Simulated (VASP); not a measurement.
VASP ran on this input.

File KPOINTS:
```
Automatic mesh
0
Gamma
13 13 13
0 0 0
```

**POSCAR**
```
VS
2.6366170
  0.0000000000   1.0000001830   1.0000001830
  1.0000001830   0.0000000000   1.0000001830
  1.0000001830   1.0000001830   0.0000000000
V S
1 1
direct
  0.0000000000   0.0000000000   0.0000000000
  0.2500000000   0.2500000000   0.2500000000
```

### INCAR
```
LWAVE  =  .FALSE.
SYSTEM  =  VS
EDIFF  =  1E-7
GGA  =  PS
LCHARG  =  .TRUE.
LASPH  =  .TRUE.   # aspherical one-centre terms
LMAXMIX  =  4   # l cut-off of mixed one-centre charges
PREC  =  Accurate
MAGMOM  =  -1.9 0.1
ISMEAR  =  -5   # tetrahedra, Bloechl
ISIF  =  2
ISPIN  =  2
LREAL  =  .FALSE.   # projection in real space or not
NEDOS  =  601   # DOS grid
ALGO  =  Normal   # blocked Davidson
ENCUT  =  400   # plane-wave cut-off (eV)
NELM  =  100
LORBIT  =  11   # lm-projected
```

POTCAR, in this order: V_sv S (PBE.64 set). Program: vasp_std.

Task: Translate this PBEsol calculation to Quantum ESPRESSO's pw.x.

Result: One equivalent input (not run):
```
&CONTROL
  calculation = 'scf'
  pseudo_dir = './pseudo'
  outdir = './out'
  tprnfor = .true.
  tstress = .true.
/
&SYSTEM
  ibrav = 0
  nat = 2
  ntyp = 2
  ecutwfc = 84
  occupations = 'tetrahedra'
  input_dft = 'pbesol'
  nspin = 2
  starting_magnetization(1) = -0.19
  starting_magnetization(2) = 0.01
/
&ELECTRONS
  conv_thr = 7.3e-09
  electron_maxstep = 100
/
ATOMIC_SPECIES
  V 50.941 V.upf
  S 32.060 S.upf
CELL_PARAMETERS angstrom
     0.0000000    2.6366175    2.6366175
     2.6366175   -0.0000000    2.6366175
     2.6366175    2.6366175   -0.0000000
ATOMIC_POSITIONS crystal
  V    0.0000000  0.0000000  0.0000000
  S    0.2500000  0.2500000  0.2500000
K_POINTS automatic
  13 13 13 0 0 0
```
The two are equivalent in intent, not identical: the potentials are each code's own (VASP's PAW set, PseudoDojo norm-conserving files in pw.x), so ENCUT and ecutwfc are chosen apart and not converted; conv_thr bounds pw.x's estimated SCF error, while EDIFF bounds the energy change between steps; starting_magnetization is a fraction of the valence charge and MAGMOM a moment in μB, so they match only roughly.

The structure was generated: VS was put into the zinc blende type (F-43m), which need not be its known phase. It was relaxed first, which changed the volume by -31 %.
